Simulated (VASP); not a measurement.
```
CELL_PARAMETERS angstrom
      0.00000     3.09737     3.09737
      3.09737     0.00000     3.09737
      3.09737     3.09737     0.00000
ATOMIC_POSITIONS crystal
  Li 0.25000 0.25000 0.25000
  Li 0.75000 0.75000 0.75000
  Se 0.00000 0.00000 0.00000
```

Computed with revPBE GGA, VASP's PBE PAW potentials (set 64) (plane waves; VASP). Run with 520 eV cut-off, 6×6×6 Γ-centred mesh, Gaussian smearing of 0.050 eV, potentials Li_sv Se.

Task: Give the stress tensor in GPa (positive for a compressed cell).

Result: 
```
-1.60   0.00   0.00
 0.00  -1.60   0.00
 0.00   0.00  -1.60
```
The pressure is its mean diagonal, -1.60 GPa.

The compound is Li2Se in the antifluorite structure. This cell is one point of a volume scan, at 1.06 of the reference volume.
